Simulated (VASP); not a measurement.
All values below come from PBEsol GGA with D2 dispersion, VASP's PBE PAW potentials (set 64) (plane waves; VASP 6.6.1).

The input files of a VASP run:

POSCAR:
```
MnS
1
    5.0087430000     0.0000000000     0.0000000000
    0.0000000000     7.0834320000     0.0000000000
    0.0000000000     0.0000000000    19.3864000000
Mn S
8 8
Direct
  0.0000000000   0.0535710000   0.3610780000
  0.5000000000   0.3035710000   0.4536940000
  0.0000000000   0.5535710000   0.3610780000
  0.5000000000   0.8035710000   0.4536940000
  0.0000000000   0.5535710000   0.5463060000
  0.5000000000   0.8035710000   0.6389220000
  0.0000000000   0.0535710000   0.5463060000
  0.5000000000   0.3035710000   0.6389220000
  0.0000000000   0.8035710000   0.4536940000
  0.5000000000   0.5535710000   0.3610780000
  0.0000000000   0.3035710000   0.4536940000
  0.5000000000   0.0535710000   0.3610780000
  0.0000000000   0.3035710000   0.6389220000
  0.5000000000   0.0535710000   0.5463060000
  0.0000000000   0.8035710000   0.6389220000
  0.5000000000   0.5535710000   0.5463060000
```

### INCAR
```
ALGO  =  Normal
DIPOL  =  0.5 0.5 0.5
EDIFF  =  1E-6
ENCUT  =  300
GGA  =  PS
IDIPOL  =  3
ISIF  =  2
ISMEAR  =  -1
ISPIN  =  2
IVDW  =  10
LASPH  =  .True.
LCHARG  =  .False.
LDIPOL  =  .True.
LMAXMIX  =  4
LORBIT  =  11
LREAL  =  Auto
LWAVE  =  .False.
MAGMOM  =  8*4.0 8*0.0
NELM  =  100
PREC  =  Accurate
SIGMA  =  0.136
SYSTEM  =  MnS
```

**KPOINTS**
```
Automatic mesh
0
Gamma
3 3 1
0 0 0
```

POTCAR, in this order: Mn_pv S (PBE.64 set). Program: vasp_std.

Output of the run:

**stdout**
```
 POSCAR found type information on POSCAR MnS
 POSCAR found :  2 types and      16 ions
 Reading from existing POTCAR
 Reading from existing POTCAR

 -----------------------------------------------------------------------------
|                                                                             |
|               ----> ADVICE to this user running VASP <----                  |
|                                                                             |
|     You enforced a specific xc type in the INCAR file but a different       |
|     type was found in the POTCAR file.                                      |
|     I HOPE YOU KNOW WHAT YOU ARE DOING!                                     |
|                                                                             |
 -----------------------------------------------------------------------------

 -----------------------------------------------------------------------------
|                                                                             |
|     EEEEEEE  RRRRRR   RRRRRR   OOOOOOO  RRRRRR      ###     ###     ###     |
|     E        R     R  R     R  O     O  R     R     ###     ###     ###     |
|     E        R     R  R     R  O     O  R     R     ###     ###     ###     |
|     EEEEE    RRRRRR   RRRRRR   O     O  RRRRRR       #       #       #      |
|     E        R   R    R   R    O     O  R   R                               |
|     E        R    R   R    R   O     O  R    R      ###     ###     ###     |
|     EEEEEEE  R     R  R     R  OOOOOOO  R     R     ###     ###     ###     |
|                                                                             |
|     vdw_forces_G: ERROR unsupported xc-functional:                          |
|      please define parameter VDW_S6 for this functional                     |
|                                                                             |
|       ---->  I REFUSE TO CONTINUE WITH THIS SICK JOB ... BYE!!! <----       |
|                                                                             |
 -----------------------------------------------------------------------------
```

VASP stops with an error: vdw_forces_G: ERROR unsupported xc-functional: please define parameter VDW_S6 for this functional ----> I REFUSE TO CONTINUE WITH THIS SICK JOB ... BYE!!! <----

The cell holds a wide vacuum, so values per volume refer to the whole cell. The moments were started parallel, and other spin orders were not tried in this run.

The cell is a sheet with vacuum, built from a generated structure.
